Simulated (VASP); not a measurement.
Li3In, 4 atoms in the cell. Symmetry: Fm-3m, No. 225, cubic system. Conventional cell: a = 6.587 Å, b = 6.587 Å, c = 6.587 Å, α = 90.00°, β = 90.00°, γ = 90.00°. Li (site symmetry -43m) is surrounded by 4 Li at 2.85 Å and 4 In at 2.85 Å. Li (site symmetry m-3m) is surrounded by 8 Li at 2.85 Å. In (site symmetry m-3m) is surrounded by 8 Li at 2.85 Å. The cell comes from a database or a generator and needn't be the stable form of this composition.

| Item | Value |
| --- | --- |
| Program | VASP 6.6.1 |
| Task | single point |
| Functional | r2SCAN |
| Potentials or basis | VASP PAW PBE potentials, release 64 (Li_sv, In_d) |
| Cutoff | 520 eV |
| k mesh | 6 × 6 × 6 |
| Occupations | methfessel-paxton, width 0.2 eV |
| Spin | no spin polarisation |
| Dipole correction | no |
| Further INCAR settings | ALGO = Normal; EDIFF = 1e-07; NBANDS = 19 |

Potentials or basis: VASP PAW PBE potentials, release 64 (Li_sv, In_d).

The run is started by

```sh
$ cat potpaw_PBE.64/Li_sv/POTCAR potpaw_PBE.64/In_d/POTCAR > POTCAR
$ cp INCAR.step1 INCAR
$ mpirun -np 1 vasp_std > vasp.out
$ cp INCAR.step2 INCAR
$ mpirun -np 1 vasp_std > vasp.out
```

Hardware: 1 thread of Intel(R) Xeon(R) Platinum 8259CL CPU @ 2.50GHz (Skylake/Cascade Lake) (shared host).

Problem. How long does it take, and how much memory?

Solution. Run time: 120 s on 1 thread of Intel(R) Xeon(R) Platinum 8259CL CPU @ 2.50GHz (Skylake/Cascade Lake) (shared host), peak memory 0.22 GiB. Counts: scf iterations 19, k points 16.
